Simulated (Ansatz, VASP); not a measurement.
# Two plane-wave programs on AgAs

File INCAR:

```
SYSTEM = AgAs
  PREC = Accurate
  ENCUT = 520
  EDIFF = 1E-7
  ISMEAR = -1
  SIGMA = 0.05
  LREAL = .FALSE.
  LASPH = .TRUE.
  NELM = 100
  ALGO = Normal
  ISIF = 2
  LWAVE = .FALSE.
  LCHARG = .FALSE.
  GGA = PE
  NBANDS = 24
```

KPOINTS

```
regular mesh
0
G
  6 9 5
  0 0 0
```

POSCAR

```
AgAs
1.0
    4.8894884705      0.0000000000      0.0000000000
    0.0000000000      2.9003477752      0.0000000000
    0.0000000000      0.0000000000      5.0671040850
Ag As
2 2
Direct
    0.7500000000      0.0000000000      0.1647710000
    0.2500000000      0.0000000000      0.8352290000
    0.2500000000      0.5000000000      0.3343550000
    0.7500000000      0.5000000000      0.6656450000
```

The input input.yaml:

```yaml
crystal:
  lattice:
    - [4.8894884705, 0.0, 0.0]
    - [0.0, 2.9003477752, 0.0]
    - [0.0, 0.0, 5.067104085]
  atoms:
    - { symbol: Ag, position: [0.75, 0.0, 0.164771] }
    - { symbol: Ag, position: [0.25, 0.0, 0.835229] }
    - { symbol: As, position: [0.25, 0.5, 0.334355] }
    - { symbol: As, position: [0.75, 0.5, 0.665645] }
hamiltonian:
  xc: pbe
  pseudopotentials: { kind: paw }
kpoints:
  mp_grid: { grid: [6, 9, 5] }
scf:
  occupations: { method: fermi_dirac, width: 0.05 }
output:
  forces: true
  stress: true
  eigenvalues: true
```

Change from the starting cell: volume scaled by 0.94.

Alike in both runs: task single point; functional PBE; k mesh 6 × 9 × 5; occupations fermi-dirac, width 0.05 eV; no spin polarisation.

```csv
,VASP,Ansatz
version,VASP 6.6.1,Ansatz 0.2.0
potentials or method,"VASP PAW PBE potentials, release 64 (Ag, As)",Ansatz PAW
plane-wave cutoff (eV),520,420
valence electrons in the cell,32,68
```

VASP gave:

| Quantity | Value |
| --- | --- |
| gap on the k mesh at the Fermi level (eV) | none |
| pressure (GPa) | 4.9 |
| largest component of the traceless stress (GPa) | 0.75 |
| rms of the force components (eV/Å) | 0.035 |

Question: Which values does Ansatz return?

Answer: gap on the k mesh at the Fermi level (eV): none; pressure (GPa): 4.9; largest component of the traceless stress (GPa): 0.74; rms of the force components (eV/Å): 0.034.

Atom by atom the forces differ by 0.001 eV/Å (rms over components). A gap of «none» marks a metal or a gap that the smearing closes. The functional is the same, so the differences come from potentials, cutoffs and numerics. The two sets of potentials don't hold the same shells in valence.
